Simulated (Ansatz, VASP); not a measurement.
**MnZn: VASP beside Ansatz**

One calculation is typed for both programs; each brings its own data sets. How far apart do they land? The cell is taken from a series of runs on this material, whose earlier steps may have relaxed, scaled, displaced or heated it; both programs get it as it stands.

Program: Ansatz 0.2.0. Level of theory: plane waves, with VASP 6.6.1 beside it; relaxation of cell and atoms at PBEsol. Results are calculated unless marked as measured.

In doubt: warnings of the run leave room for a lower electronic state, so energies may not be the lowest and differences between runs may mislead.

## (1) The starting structure

It takes space group Pm-3m (No. 221, cubic). Conventional cell: a = 2.961 Å, b = 2.961 Å, c = 2.961 Å, α = 90.00°, β = 90.00°, γ = 90.00°. Nearest to Mn lie 8 Zn at 2.56 Å. Zn has 8 Mn at 2.56 Å nearest. Farther neighbours are not listed.

## (2) Ansatz: relaxation of cell and atoms, PBEsol, pair 1

Ansatz runs on its PAW soft_1 files.

The relaxed volume is the usual yardstick between codes: in a stiff, nearly cubic crystal its relative difference is about their pressure difference at one cell divided by the bulk modulus.

Input file input.yaml:

```yaml
crystal:
  lattice:
    - [2.9611659566, 2.9611659566, 0.0]
    - [2.9611659566, 0.0, 2.9611659566]
    - [2.9611659566, 0.0, -2.9611659566]
  atoms:
    - { symbol: Mn, position: [0.0, 0.0, 0.0], spin: 3.44 }
    - { symbol: Mn, position: [0.0, 0.5, 0.5], spin: -3.44 }
    - { symbol: Zn, position: [0.5, 0.25, 0.75] }
    - { symbol: Zn, position: [0.5, 0.75, 0.25] }
kpoints:
  mp_grid: { grid: [14, 14, 14] }
hamiltonian:
  xc: pbesol
  pseudopotentials: { kind: paw, azcp: { folder: soft_1 }, xc_functional: pbe }
scf:
  occupations: { method: gaussian, width: 0.1 }
output:
  forces: true
  stress: true
  eigenvalues: true
  populations: true
  write_density: true
  write_potential: true
  elf: true
  volumetric_format: npy
magnetization:
  spin_polarized: true
relax:
  adjacent_minimum: "off"
  f_tol: 0.005
  max_steps: 80
  cell: { stress_tol: 0.05 }
```

Started as:

```bash
$ ansatz run input.yaml --threads 4 --pin off --max-ram 10240MiB --backend cpu --events-out ev --progress --plain --runs-dir out
```

Numbers of over 12 decimals in the logs are rounded to 6 here.

Log:

```text
Engine: ansatz 0.2.0, x86_64-unknown-linux-gnu
Pseudopotentials: kind: paw
Pseudopotential: Mn, paw, valence charge 15, recommended cutoff 420 eV (normal), soft_1/Mn.paw.azcp
Pseudopotential: Zn, paw, valence charge 12, recommended cutoff 420 eV (normal), soft_1/Zn.paw.azcp
Functional definition: PBEsol
  exchange = pbesol_x
  correlation = pbesol_c
Crystal: 4 atoms, lattice volume = 51.930 Å³
Basis set: ecut = 420 eV, 965 PW (Γ), exchange–correlation on 60×60×60 points (8 copies of the dense FFT grid, shifted against one another)
Bands: 37, of which v1, the nominal top of the filled ones, is band 27 counted from 1 (26 counted from 0)
Symmetry: 48 space group operations
Space group: Fm-3m (ITA 225), of the structure as read, at distance tolerance 3.7e-5 Å
Magnetic group: BNS 225.121 (UNI 1623), of the structure as read, at distance tolerance 3.7e-5 Å
k-points: 104 of 2744
Non-local potential: Mn, projectors of the file, l = 0: 3, l = 1: 2, l = 2: 3, l = 3: 1
Non-local potential: Zn, projectors of the file, l = 0: 2, l = 1: 2, l = 2: 3, l = 3: 1
PAW form: soft (Blöchl's): semilocal exchange-correlation on the pseudo side does not see the compensation charge
PAW frozen core: Mn, regenerated for the run's functional, and the local potential with it (the file was generated under x = pbe(κ = 0.804, μ = 0.219515), c = pbe(β = 0.066725))
PAW frozen core: Zn, regenerated for the run's functional, and the local potential with it (the file was generated under x = pbe(κ = 0.804, μ = 0.219515), c = pbe(β = 0.066725))
PAW one-centre angular grid: Mn, 590 points (default); XC on 64 Gauss nodes
PAW one-centre angular grid: Zn, 590 points (default); XC on 64 Gauss nodes
Initial density: superposition of atomic densities (chi_scale 0.1, normalization cell)
Starting moments: Σ|m| = 6.88 μB on 2 of 4 sites
Starting magnetic order: antiferromagnet; a translation exchanges its spin sublattices: spin-degenerate at every k-point
Initial wavefunctions: pseudopotential atomic-orbital guess
Functional: x = pbesol(κ = 0.804, μ = 0.123457), c = pbesol(β = 0.046)
SCF iter   1: F=—  HF=-14298.847813 eV  |F-HF|=—  |Δ(HF+E_count)|=         —  Δρ=4.72e-2 (↑4.72e-2 ↓4.72e-2)  dr2=3.48e0  dr2_m=1.06e-2  M=0.000 μB ∫|m|=6.910 μB  β_m=0.30  ethr=3.10e-3  ⟨swp⟩=5.8  Hψ=16811  notcnv=0  defer=21
Mixer restart at iter 1: flushing history
preconditioner: auto → Kerker (q_TF=auto, 2.746 Å⁻¹)  [metal: Δε(μ)=0.006 eV  Ē_g=8.935 eV  σ=0.100 eV  W_gap=0.03  n_scr=14 (ndim 8)  ℏωp=31.8 eV  f_vac=0.000  D(μ)=2.29/eV (n_scr^D=14)]
spin=Collinear: Kerker preconditioning applied to the charge; magnetization (m = ρ↑ − ρ↓) channel mixes plain (no charge-response kernel on spin).
SCF iter   2: F=—  HF=-14298.408082 eV  |F-HF|=—  |Δ(HF+E_count)|=   4.40e-1  Δρ=1.78e-2 (↑1.78e-2 ↓1.78e-2)  dr2=7.40e-1  dr2_m=7.72e-3  M=0.000 μB ∫|m|=6.964 μB  β_m=0.36  ethr=3.10e-3  ⟨swp⟩=2.0  Hψ=7245  notcnv=0  defer=368
SCF iter   3: F=—  HF=-14298.646072 eV  |F-HF|=—  |Δ(HF+E_count)|=   2.38e-1  Δρ=1.24e-2 (↑1.24e-2 ↓1.24e-2)  dr2=4.14e-1  dr2_m=2.75e-3  M=0.000 μB ∫|m|=6.966 μB  β_m=0.67  ethr=1.37e-3  ⟨swp⟩=2.0  Hψ=5021  notcnv=0  defer=368
SCF iter   4: F=—  HF=-14298.917140 eV  |F-HF|=—  |Δ(HF+E_count)|=   2.71e-1  Δρ=7.66e-3 (↑7.66e-3 ↓7.66e-3)  dr2=4.69e-2  dr2_m=7.92e-3  M=0.000 μB ∫|m|=6.907 μB  β_m=0.71  ethr=7.67e-4  ⟨swp⟩=2.9  Hψ=7044  notcnv=0  defer=354
SCF iter   5: F=—  HF=-14298.902852 eV  |F-HF|=—  |Δ(HF+E_count)|=         —  Δρ=4.61e-3 (↑4.61e-3 ↓4.61e-3)  dr2=3.96e-2  dr2_m=1.02e-3  M=0.000 μB ∫|m|=6.875 μB  β_m=0.71  ethr=8.69e-5  ⟨swp⟩=2.0  Hψ=7973  notcnv=0  defer=348
Mixer restart at iter 5: flushing history
SCF iter   6: F=—  HF=-14298.900521 eV  |F-HF|=—  |Δ(HF+E_count)|=   2.33e-3  Δρ=4.72e-3 (↑4.72e-3 ↓4.72e-3)  dr2=1.11e-2  dr2_m=4.71e-3  M=0.000 μB ∫|m|=6.829 μB  β_m=0.70  ethr=7.33e-5  ⟨swp⟩=2.0  Hψ=6829  notcnv=0  defer=348
SCF iter   7: F=—  HF=-14298.898865 eV  |F-HF|=—  |Δ(HF+E_count)|=   1.66e-3  Δρ=1.02e-3 (↑1.02e-3 ↓1.02e-3)  dr2=1.92e-3  dr2_m=1.01e-5  M=0.000 μB ∫|m|=6.857 μB  β_m=0.71  ethr=2.05e-5  ⟨swp⟩=2.0  Hψ=7982  notcnv=0  defer=341
SCF iter   8: F=—  HF=-14298.898620 eV  |F-HF|=—  |Δ(HF+E_count)|=   2.45e-4  Δρ=6.36e-4 (↑6.36e-4 ↓6.36e-4)  dr2=3.42e-4  dr2_m=1.06e-6  M=0.000 μB ∫|m|=6.855 μB  β_m=0.86  ethr=3.55e-6  ⟨swp⟩=2.5  Hψ=5314  notcnv=0  defer=341
[...]
SCF iter   8: F=-14298.898837 eV  HF=-14298.898837 eV  |F-HF|=8.66e-9  |Δ(HF+E_count)|=   1.54e-8  Δρ=2.25e-6 (↑2.25e-6 ↓2.25e-6)  dr2=9.67e-9  dr2_m=1.48e-11  M=0.000 μB ∫|m|=6.845 μB  ethr=9.54e-12  ⟨swp⟩=5.0  Hψ=19150  notcnv=0
SCF 3 converged in 8 iterations: F = -14298.898837 eV  dr2 = 9.67e-9
relax step   3: F+E_penalty+E_count = -14298.89883726 eV  Δ(F+E_penalty+E_count) = -6.664e-5 eV  max|allowed force component| = 1.278e-28 eV/Å  Δτ_max = 0.0000 Å  P = +0.001 GPa  Ω = 51.825 Å³  energy of the carried Pulay correction = +1.391e-4 eV  (8 SCF iters, dr2 threshold 2.10e-8 eV, accepted)
Initial wavefunctions: pseudopotential atomic-orbital guess (no wavefunctions were taken with the density)
iter 1 solved again at ethr=5.72e-8 eV; its pass at ethr=3.10e-3 eV (dr2=3.09e-5 eV) is discarded
SCF iter   1: F=—  HF=-14298.898685 eV  |F-HF|=—  |Δ(HF+E_count)|=         —  Δρ=3.62e-6 (↑3.62e-6 ↓3.62e-6)  dr2=1.42e-8  dr2_m=1.08e-10  M=0.000 μB ∫|m|=6.845 μB  β_m=0.65  ethr=5.72e-8  ⟨swp⟩=3.0  Hψ=26829  notcnv=0
spin=Collinear: Kerker preconditioning applied to the charge; magnetization (m = ρ↑ − ρ↓) channel mixes plain (no charge-response kernel on spin).
SCF iter   2: F=—  HF=-14298.898685 eV  |F-HF|=—  |Δ(HF+E_count)|=   1.28e-7  Δρ=6.07e-6 (↑6.07e-6 ↓6.07e-6)  dr2=3.47e-8  dr2_m=3.03e-10  M=0.000 μB ∫|m|=6.845 μB  β_m=0.53  ethr=2.63e-11  ⟨swp⟩=2.5  Hψ=6659  notcnv=0
SCF iter   3: F=—  HF=-14298.898685 eV  |F-HF|=—  |Δ(HF+E_count)|=   5.15e-9  Δρ=8.02e-7 (↑8.02e-7 ↓8.02e-7)  dr2=6.22e-10  dr2_m=3.05e-11  M=0.000 μB ∫|m|=6.845 μB  β_m=0.55  ethr=2.63e-11  ⟨swp⟩=2.0  Hψ=5654  notcnv=0
SCF iter   4: F=—  HF=-14298.898685 eV  |F-HF|=—  |Δ(HF+E_count)|=   1.84e-9  Δρ=3.94e-7 (↑3.94e-7 ↓3.94e-7)  dr2=2.45e-10  dr2_m=2.91e-12  M=0.000 μB ∫|m|=6.845 μB  β_m=0.77  ethr=1.15e-12  ⟨swp⟩=2.0  Hψ=5832  notcnv=0
SCF iter   5: F=—  HF=-14298.898685 eV  |F-HF|=—  |Δ(HF+E_count)|=  7.75e-10  Δρ=2.57e-7 (↑2.57e-7 ↓2.57e-7)  dr2=6.57e-11  dr2_m=1.94e-11  M=0.000 μB ∫|m|=6.845 μB  β_m=0.88  ethr=1.00e-12  ⟨swp⟩=2.0  Hψ=5829  notcnv=0
SCF iter   6: F=—  HF=-14298.898685 eV  |F-HF|=—  |Δ(HF+E_count)|=  1.64e-10  Δρ=1.53e-7 (↑1.53e-7 ↓1.53e-7)  dr2=4.18e-11  dr2_m=7.94e-14  M=0.000 μB ∫|m|=6.845 μB  β_m=0.86  ethr=1.00e-12  ⟨swp⟩=1.7  Hψ=3992  notcnv=0
SCF iter   7: F=—  HF=-14298.898685 eV  |F-HF|=—  |Δ(HF+E_count)|=  1.46e-11  Δρ=9.84e-8 (↑9.84e-8 ↓9.84e-8)  dr2=3.40e-12  dr2_m=2.68e-12  M=0.000 μB ∫|m|=6.845 μB  β_m=0.81  ethr=1.00e-12  ⟨swp⟩=1.9  Hψ=4038  notcnv=0
SCF iter   8: F=-14298.898685 eV  HF=-14298.898685 eV  |F-HF|=5.46e-12  |Δ(HF+E_count)|=    0.00e0  Δρ=4.38e-8 (↑4.38e-8 ↓4.38e-8)  dr2=2.68e-12  dr2_m=4.93e-14  M=0.000 μB ∫|m|=6.845 μB  ethr=1.00e-12  ⟨swp⟩=4.2  Hψ=14524  notcnv=0
SCF 4 converged in 8 iterations: F = -14298.898685 eV  dr2 = 2.68e-12
relax step   4: F+E_penalty+E_count = -14298.89868473 eV  Δ(F+E_penalty+E_count) = +1.525e-4 eV  max|allowed force component| = 2.030e-28 eV/Å  Δτ_max = 0.0000 Å  P = +0.002 GPa  Ω = 51.825 Å³  stress off target by 1.79e-3 GPa  SCF on the basis re-selected at this cell (its energy is not comparable with the rows above)  (8 SCF iters)
basis re-selected at this cell: Δ(F+E_penalty+E_count) = +1.525e-4 eV, ΔP = +0.001 GPa vs the last step (what re-selecting the basis moved, of the pressure what is left beyond the Pulay correction that the steps carried, after the strain that the cell walked since its last selection, with what the two solves' SCF thresholds leave and, on support functions, any second-order correction that the steps lacked; it is no m [...]
WARN: an SCF from ferromagnetic starting moments (-3.44, -3.44, 0.00, 0.00 Bohr magnetons, atom by atom) was not made, by what the run has read of turns of its moments that order reads lower: the deck asks for what bars it, or types moments that do (magnetization.spin_polarized, in the input reference, names some of the keys), or the run goes by scf.lower_state_search: light, the default, which as a rule tries one only behind a close that has lost an order of both signs, or on which an open d or half-filled 4f shell of a PAW file has lost a moment that was set nearer to Hund's than to what is left; [rest of the remark cut]
SCF converged after 8 iterations
Magnetization: 0.0000 μB (27.0000 up, 27.0000 down)
Absolute magnetization: 6.8769 μB (∫|ρ↑−ρ↓|, with the PAW one-centre terms)
Spin contamination: 3.0866 ħ² per cell (⟨S²⟩ above its minimum at these occupations)
Per-site moments (μB) at R_I (Å): [(3.105147, 1.057119), (-3.105147, 1.057119), (1.460485453479931e-16, 1.057119), (-2.5076334917904813e-16, 1.057119)]
Free energy (F): -14298.898685 eV
Harris-Foulkes:  -14298.898685 eV  (|F-HF|=5.46e-12)
Internal energy: -14298.886405 eV  (E = F + TS)
E sigma→0 (E₀):  -14298.892545 eV
Entropy (-TS):   -0.012280 eV (-3.070 meV/atom)
Fermi energy:    14.929515 eV
--- Per-component energies (eV) ---
  E_band       = -291.054703
  E_kinetic    = 935.060001
  E_local      = -7344.069527  (includes V_loc(G=0)·N_el)
  E_nonlocal   = 2555.243988
  E_hartree    = 2738.930721
  E_xc         = -374.841772
  E_vxc        = -384.341098  (∫ρ·V_xc dr)
  E_paw        = -6311.669731  (= ΣΔE_a)
  E_vpaw       = -1530.809254  (= ΣTr[D̂ρ^β])
  E_aug_tail   = -0.000350  (compensation charges beyond the density's cutoff)
  E_ewald      = -6499.473748
  E_core_change = 1.934013  (= ΣΔE_core)
  E_smearing   = -0.012280  (= −TS)
  E_closure    = -0.000000  (closes the sum)
  Σ components = -14298.898685   (vs F -14298.898685, Δ=0.00e0)
--- Forces (eV/Å), atoms counted from 1 ---
  atom   1  Mn    -0.00000000    -0.00000000     0.00000000
  atom   2  Mn     0.00000000    -0.00000000    -0.00000000
  atom   3  Zn     0.00000000     0.00000000    -0.00000000
  atom   4  Zn     0.00000000     0.00000000     0.00000000
  max |Σ_I F_I| component: 8.37e-28 eV/Å
--- Stress (GPa, compression-positive) ---
        0.001795      -0.000000      -0.000000
       -0.000000       0.001795       0.000000
       -0.000000      -0.000000       0.001795
  P = ⅓ Tr σ = 0.0018 GPa (0.018 kbar)
--- Band table (eV; the first three rows and the last of 208) ---
  k-point 0 ↑: bands = [... 23 lower, 12.4126, 15.1022, 15.1022, 15.1022, 15.9433, 15.9433, 18.1855, 19.9279, ... 6 higher]
  k-point 1 ↑: bands = [... 23 lower, 12.4095, 14.9794, 15.0809, 15.0809, 15.8867, 15.8867, 18.2642, 19.2087, ... 6 higher]
  k-point 2 ↑: bands = [... 23 lower, 12.4038, 14.6452, 15.0037, 15.0037, 15.7481, 15.7481, 17.8725, 18.7924, ... 6 higher]
  k-point 103 ↓: bands = [... 23 lower, 12.6866, 12.8237, 12.9449, 13.2826, 15.3100, 15.4427, 15.4955, 16.0387, ... 6 higher]
--- Relaxed structure (3 steps of the walk, 3 accepted, 1 SCFs on fresh bases) ---
  F+E_penalty+E_count = -14298.89868473 eV   max|allowed force component| = 2.030e-28 eV/Å   (the final SCF, on the basis selected at the relaxed cell)
  cell:  # Å, volume = 51.8249 Å³
    - [2.959167, 2.959167, 0]
    - [2.959167, 0, 2.959167]
    - [2.959167, 0, -2.959167]
  atoms:
    - { symbol: Mn, position: [0, 0, 0] }
    - { symbol: Mn, position: [0, 0.5, 0.5] }
    - { symbol: Zn, position: [0.500000, 0.250000, 0.750000] }
    - { symbol: Zn, position: [0.500000, 0.75, 0.250000] }
--- Löwdin populations: 4 sites ---
  site symbol       q [e]    m [muB]
     0     Mn     15.0239     3.3602
     1     Mn     15.0239    -3.3602
     2     Zn     11.2113     0.0000
     3     Zn     11.2113     0.0000
  spilling = 0.028323 (of n_electrons = 54.000000)
```

Reading the cycles: dr2 is the Hartree energy of the density residual (eV), the measure of convergence; HF is the Harris–Foulkes estimate of the energy, which meets the free energy F at convergence.

[end of part 1 of 3]

[Lines on the potential files, build, host, timing and source positions are cut from VASP's logs without a mark.]

[Logs are printed without paths, hosts, clocks, repeated set-up lines and the standing remarks that a program may print on its own settings, such as how far it seeks lower states.]

[Hosts, paths, dates, database ids (printed as entryN), source tags and the programs' standing remarks are cut or masked in the printed files.]
